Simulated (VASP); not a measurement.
VASP ran on this input.

**KPOINTS**
```
Automatic mesh
0
Gamma
4 4 4
0 0 0
```

### INCAR
```
SYSTEM = Rh
PREC = Accurate
ENCUT = 400
EDIFF = 1E-6
NELM = 100
ALGO = Normal
LREAL = .FALSE.
LASPH = .TRUE.
ISMEAR = 0
SIGMA = 0.001
GGA = PE
LMAXMIX = 4
LWAVE = .FALSE.
LCHARG = .FALSE.
ISIF = 2
```

File POSCAR:
```
Rh
1
    0.0000000000     1.9380000000     1.9380000000
    1.9380000000     0.0000000000     1.9380000000
    1.9380000000     1.9380000000     0.0000000000
Rh
1
Direct
  0.0000000000   0.0000000000   0.0000000000
```

POTCAR, in this order: Rh_pv (PBE.64 set). Program: vasp_std.

The run wrote:

### standard output
```
 POSCAR found type information on POSCAR Rh
 POSCAR found :  1 types and       1 ions
 Reading from existing POTCAR
 Reading from existing POTCAR
 LDA part: xc-table for (Slater+PW92), standard interpolation
 POSCAR, INCAR and KPOINTS ok, starting setup
 WAVECAR not read
 entering main loop
       N       E                     dE             d eps       ncg     rms          rms(c)
DAV:   1     0.789825454383E+02    0.78983E+02   -0.85057E+03   184   0.119E+03
DAV:   2    -0.703970821371E+01   -0.86022E+02   -0.80588E+02   185   0.320E+02
DAV:   3    -0.809443345456E+01   -0.10547E+01   -0.10537E+01   200   0.384E+01
DAV:   4    -0.810070758532E+01   -0.62741E-02   -0.62737E-02   197   0.307E+00
DAV:   5    -0.810080022054E+01   -0.92635E-04   -0.92634E-04   185   0.353E-01    0.838E+00
DAV:   6    -0.765880275033E+01    0.44200E+00   -0.15634E+00   176   0.170E+01    0.249E+00
DAV:   7    -0.765225559152E+01    0.65472E-02   -0.52510E-03   179   0.104E+00    0.145E+00
DAV:   8    -0.764936786703E+01    0.28877E-02   -0.17585E-03   188   0.654E-01    0.309E-02
DAV:   9    -0.764937040800E+01   -0.25410E-05   -0.24019E-05   228   0.629E-02    0.117E-02
DAV:  10    -0.764937270548E+01   -0.22975E-05   -0.31852E-06   182   0.239E-02    0.282E-03
DAV:  11    -0.764937266119E+01    0.44281E-07   -0.16437E-07   115   0.573E-03
   1 F= -.76493727E+01 E0= -.76493727E+01  d E =0.000000E+00
```

File OUTCAR:
```
------------------------ aborting loop because EDIFF is reached ----------------------------------------
  FORCE on cell =-STRESS in cart. coord.  units (eV):
  Direction    XX          YY          ZZ          XY          YZ          ZX
  --------------------------------------------------------------------------------------
  Total       -1.4072298     -1.4072298     -1.4072298      0.0000000      0.0000000      0.0000000
  in kB     -154.8760653   -154.8760653   -154.8760653      0.0000000      0.0000000      0.0000000
  external PRESSURE =    -154.8760653 kB  Pullay stress =       0.0000000 kB
  volume of cell :       14.56
      direct lattice vectors                 reciprocal lattice vectors
     0.000000000  1.938000000  1.938000000    -0.257997936  0.257997936  0.257997936
     1.938000000  0.000000000  1.938000000     0.257997936 -0.257997936  0.257997936
     1.938000000  1.938000000  0.000000000     0.257997936  0.257997936 -0.257997936
 POSITION                                       TOTAL-FORCE (eV/Angst)
 -----------------------------------------------------------------------------------
      0.00000      0.00000      0.00000        -0.000000     -0.000000      0.000000
 -----------------------------------------------------------------------------------
    total drift:                                0.000000     -0.000000      0.000000
  FREE ENERGIE OF THE ION-ELECTRON SYSTEM (eV)
  ---------------------------------------------------
  free  energy   TOTEN  =        -7.6493726612 eV

  energy  without entropy=       -7.6493726612  energy(sigma->0) =       -7.64937266
```
(Selected blocks of OUTCAR.)

The run ends quietly. Is anything wrong with it?

The cause: a metal was run with a tiny SIGMA on a coarse mesh. The run ends without an error. Against the sound run, the energy per atom (σ→0) drops by 0.404 eV/atom; the pressure drops by 5.65 GPa. To mend it, set ISMEAR = 1, set SIGMA = 0.1, correct KPOINTS.
### KPOINTS
```
Automatic mesh
0
Gamma
12 12 12
0 0 0
```
The mended run (PBE GGA, plane waves, VASP's PBE PAW potentials (set 64)) converges, and its OSZICAR ends with
```
   1 F= -.72452808E+01 E0= -.72455113E+01  d E =0.691647E-03
```

The compound is Rh in the fcc structure. The cell was not relaxed at this level.
